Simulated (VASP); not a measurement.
Output of a VASP run:

File OSZICAR:
```
       N       E                     dE             d eps       ncg     rms          rms(c)
DAV:   1     0.409286900817E+03    0.40929E+03   -0.16879E+04  1592   0.159E+03
DAV:   2     0.232898268509E+02   -0.38600E+03   -0.37899E+03  1752   0.445E+02
DAV:   3    -0.245418802013E+02   -0.47832E+02   -0.46755E+02  2064   0.175E+02
DAV:   4    -0.259163486686E+02   -0.13745E+01   -0.13731E+01  1848   0.348E+01
DAV:   5    -0.259596014793E+02   -0.43253E-01   -0.43249E-01  2128   0.558E+00    0.120E+01
DAV:   6    -0.216185917525E+02    0.43410E+01   -0.32836E+01  2520   0.444E+01    0.508E+00
DAV:   7    -0.215009245076E+02    0.11767E+00   -0.28729E+00  2000   0.124E+01    0.258E+00
DAV:   8    -0.215125414882E+02   -0.11617E-01   -0.92115E-01  2440   0.706E+00    0.147E+00
DAV:   9    -0.214688002203E+02    0.43741E-01   -0.26447E-01  2536   0.429E+00    0.246E-01
DAV:  10    -0.214713696876E+02   -0.25695E-02   -0.20049E-02  1976   0.946E-01    0.104E-01
DAV:  11    -0.214712394026E+02    0.13029E-03   -0.34460E-03  2648   0.494E-01    0.542E-02
DAV:  12    -0.214712511992E+02   -0.11797E-04   -0.27864E-04  1688   0.131E-01    0.492E-02
DAV:  13    -0.214712353799E+02    0.15819E-04   -0.45874E-04  2584   0.201E-01    0.236E-02
DAV:  14    -0.214712242230E+02    0.11157E-04   -0.71809E-05  2424   0.767E-02    0.863E-03
DAV:  15    -0.214712242806E+02   -0.57620E-07   -0.12611E-05  1920   0.310E-02    0.189E-03
DAV:  16    -0.214712242725E+02    0.80645E-08   -0.11757E-06   944   0.138E-02
   1 F= -.21471224E+02 E0= -.21471224E+02  d E =-.137533E-13
```

OUTCAR:
```
------------------------ aborting loop because EDIFF is reached ----------------------------------------
  FORCE on cell =-STRESS in cart. coord.  units (eV):
  Direction    XX          YY          ZZ          XY          YZ          ZX
  --------------------------------------------------------------------------------------
  Total        0.2417856      0.0473856     -0.4300628      0.0000000      0.0000000     -0.1963250
  in kB        4.8549190      0.9514768     -8.6354187      0.0000000      0.0000000     -3.9420963
  external PRESSURE =      -0.9430076 kB  Pullay stress =       0.0000000 kB
  volume of cell :       79.79
      direct lattice vectors                 reciprocal lattice vectors
     3.968732000  0.000000000  0.000000000     0.251969647  0.000000000  0.000000000
     0.000000000  3.987345000  0.000000000     0.000000000  0.250793448  0.000000000
     0.000000000  0.000000000  5.042239000     0.000000000  0.000000000  0.198324593
 POSITION                                       TOTAL-FORCE (eV/Angst)
 -----------------------------------------------------------------------------------
      1.98437      0.00000      3.85731         0.150873      0.000000     -0.412512
      0.00000      1.99367      1.18493         0.017006      0.000000      0.396545
      1.98437      1.99367      0.00000         0.138800      0.000000     -0.040735
      0.04047      0.00000      0.00000        -0.306678      0.000000      0.056702
 -----------------------------------------------------------------------------------
    total drift:                                0.000103      0.000000     -0.000016
  FREE ENERGIE OF THE ION-ELECTRON SYSTEM (eV)
  ---------------------------------------------------
  free  energy   TOTEN  =       -21.4712242725 eV

  energy  without entropy=      -21.4712242725  energy(sigma->0) =      -21.47122427
```
(Selected blocks of OUTCAR.)

### POSCAR
```
PbO
1
    3.9687320000     0.0000000000     0.0000000000
    0.0000000000     3.9873450000     0.0000000000
    0.0000000000     0.0000000000     5.0422390000
Pb O
2 2
Direct
  0.5000000000   0.0000000000   0.7650000000
  0.0000000000   0.5000000000   0.2350000000
  0.5000000000   0.5000000000   0.0000000000
  0.0101980000   0.0000000000   0.0000000000
```

Question: Write an INCAR and KPOINTS that could have produced this output.

Answer: Several could match; the one computed here: the input of the run itself, PBE GGA, plane waves, VASP's PBE PAW potentials (set 64).

KPOINTS:
```
kpoints
0
G
 5 5 4
0 0 0
```

### INCAR
```
! general
SYSTEM  = PbO
PREC    = Accurate
ENCUT   = 375   ! plane-wave cut-off (eV)
LREAL   = .False.
LASPH   = .True.   ! aspherical one-centre terms

! electronic loop
EDIFF   = 1E-6   ! SCF stop (eV)
NELM    = 100
ALGO    = Normal   ! blocked Davidson
LMAXMIX = 4   ! l cut-off of mixed one-centre charges

! smearing
ISMEAR  = 0
SIGMA   = 0.05

! functional
GGA     = PE   ! PBE

! ions
ISIF    = 2   ! forces and stress, cell fixed

! output
LWAVE   = .False.
LCHARG  = .False.
```

POTCAR, in this order: Pb_d O (PBE.64 set). Program: vasp_std.

At this cut-off the stress carries a Pulay error, which pulls relaxed volumes low.

The compound is PbO in the litharge structure. The cell was not relaxed at this level. The run is one of a series of settings (ENCUT = 375 against the base run), some of them coarse on purpose.
